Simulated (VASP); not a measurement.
Consider the following.

```
NaI
1.0
    0.00000     3.19260     3.19260
    3.19260     0.00000     3.19260
    3.19260     3.19260     0.00000
Na I
1 1
Direct
  0.00000   0.00000   0.00000
  0.50000   0.50000   0.50000
```

The numbers are results of LDA (Ceperley-Alder, Perdew-Zunger), VASP's LDA PAW potentials (set 64) (plane waves; VASP), not measurements. Run with 520 eV cut-off, 7×7×7 Γ-centred mesh, Gaussian smearing of 0.050 eV, potentials Na_pv I.

Unless said otherwise, spin-orbit coupling is left out, though it shifts the bands of the heavy elements here.

### Question
What does the run give for the energy per atom (σ→0), pressure, band gap (on the k-mesh) with the smallest direct gap where there is one?

### Answer

```json
{
  "band gap (on the k-mesh)": "3.46 eV",
  "smallest direct gap (on the k-mesh)": "3.46 eV",
  "energy per atom (σ→0)": "-3.002 eV/atom",
  "pressure": "-1.05 GPa"
}
```

Only differences to runs with the same potentials and settings are physical.

The compound is NaI in the rock salt structure. This cell is one point of a volume scan, at 1.06 of the reference volume.
